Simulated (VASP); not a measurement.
Energy against volume of Ni (fcc). Level of theory: vdW-DF2, VASP's PBE PAW potentials (set 64) (plane waves; VASP).

| V (Å³/atom) | E (eV/atom) |
|---|---|
| 11.027 | -2.08965 |
| 11.379 | -2.10849 |
| 11.731 | -2.11505 |
| 12.083 | -2.11137 |
| 12.435 | -2.09912 |

Q: Fit a third-order Birch-Murnaghan equation of state.

A: 
```yaml
volume_per_atom: 11.77 Å³/atom
bulk_modulus: 153 GPa
pressure_derivative_of_the_bulk_modulus: 5.04
lattice_constant_a: 6.824 bohr
```

Measured: bulk modulus 192 GPa at 0 K (computed value off by -20.7 %), as given by Daniel Mejia-Rodriguez et al., Physical Review B (2018), arXiv:1807.09216 [0 K value with the zero-point phonon effect removed]; a 3.508 Å at 0 K (computed value off by +2.9 %), as given by Daniel Mejia-Rodriguez et al., Physical Review B (2018), arXiv:1807.09216 [static lattice: zero-point anharmonic expansion removed].

The compound is Ni in the fcc structure. It was relaxed first, which changed the volume by +8 %.
